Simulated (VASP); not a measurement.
Consider the following.

```yaml
crystal:
  lattice:
    - [0.00000, 2.57000, 2.57000]
    - [2.57000, 0.00000, 2.57000]
    - [2.57000, 2.57000, 0.00000]
  atoms:
    - { symbol: Li, position: [0.00000, 0.00000, 0.00000] }
    - { symbol: Cl, position: [0.50000, 0.50000, 0.50000] }
```
Cell charge +0.5.

These are PBE GGA, VASP's PBE PAW potentials (set 64) (plane waves; VASP 6.6.1) values and carry that method's errors. Settings: NELECT = 9.5, 520 eV cut-off, 8×8×8 Γ-centred mesh, Gaussian smearing of 0.050 eV, potentials Li_sv Cl.

The cell is charged, with a uniform compensating background.

### Question
Give the stress tensor in GPa (positive for a compressed cell).

### Answer

```
-17.07    0.00    0.00
  0.00  -17.07    0.00
  0.00    0.00  -17.07
```
The pressure is its mean diagonal, -17.07 GPa.

The compound is LiCl in the rock salt structure. The cell was not relaxed at this level. The run is one of a series of settings (NELECT = 9.5 against the base run), some of them coarse on purpose.
